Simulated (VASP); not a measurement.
## SnO$_{2}$ (rutile): computed properties

Level of theory: PBEsol GGA, VASP's PBE PAW potentials (set 64) (plane waves; VASP).

space group: P4_2/mnm (136)
cell: a = b = 4.770 Å, c = 3.220 Å, α = β = γ = 90.00°
volume per atom: 12.21 Å³/atom
band gap (over mesh and band path): 0.88 eV
smallest direct gap (over mesh and band path): 0.88 eV
band-edge character: direct, Γ to Γ
density: 6.83 g/cm³

```yaml
crystal:
  lattice:
    - [4.77018, 0.00000, 0.00000]
    - [0.00000, 4.77018, 0.00000]
    - [0.00000, 0.00000, 3.21980]
  atoms:
    - { symbol: Sn, position: [0.00000, 0.00000, 0.00000] }
    - { symbol: Sn, position: [0.50000, 0.50000, 0.50000] }
    - { symbol: O, position: [0.30638, 0.30638, 0.00000] }
    - { symbol: O, position: [0.80638, 0.19362, 0.50000] }
    - { symbol: O, position: [0.19362, 0.80638, 0.50000] }
    - { symbol: O, position: [0.69362, 0.69362, 0.00000] }
```

Measured: a 4.737 Å (computed value off by +0.7 %), c 3.186 Å (computed value off by +1.1 %), as given by Zenji Hiroi, Progress in Solid State Chemistry (2015), arXiv:1503.02262. The calculation is for a static lattice, while the measured a, c hold thermal and zero-point effects, which are part of the difference.  Unless said otherwise, spin-orbit coupling is left out, though it shifts the bands of the heavy elements here.

The compound is SnO2 in the rutile structure. It was relaxed first. Symmetry was kept, so distortions that lower it aren't found.
